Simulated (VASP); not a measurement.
Given:

Space group Fm-3m (No. 225); a = b = c = 4.016 Å, α = β = γ = 90.00°

| atom | site | symmetry | x | y | z |
|---|---|---|---|---|---|
| Al | 4a | m-3m | 0.0000 | 0.0000 | 0.0000 |
(The calculation used a cell of 1 atom; values per cell refer to that cell.)

Level of theory: PBEsol GGA, VASP's PBE PAW potentials (set 64) (plane waves; VASP 6.6.1). Numerical set-up: 520 eV cut-off, 16×16×16 Γ-centred mesh, first-order Methfessel-Paxton smearing of 0.10 eV, potentials Al.

Task: Give the energy at these volumes per atom, relative to the lowest: 15.18, 15.66, 16.14, 16.63, 17.11 Å³.

Result: 18.7, 4.8, 0.0, 2.9, 12.4 meV/atom. A third-order Birch-Murnaghan fit gives B0 = 84.0 GPa and B0′ = 4.4.

Measured: bulk modulus 80.8 GPa at 0 K (computed value off by +3.9 %), as given by H. Levämäki et al., Physical Review B (2014), arXiv:1402.3671 [corrected for temperature and zero-point phonon effects]; a 4.018 Å at 0 K (computed value off by -0.0 %), as given by Daniel Mejia-Rodriguez et al., Physical Review B (2018), arXiv:1807.09216 [static lattice: zero-point anharmonic expansion removed].

The compound is Al in the fcc structure. It was relaxed first.
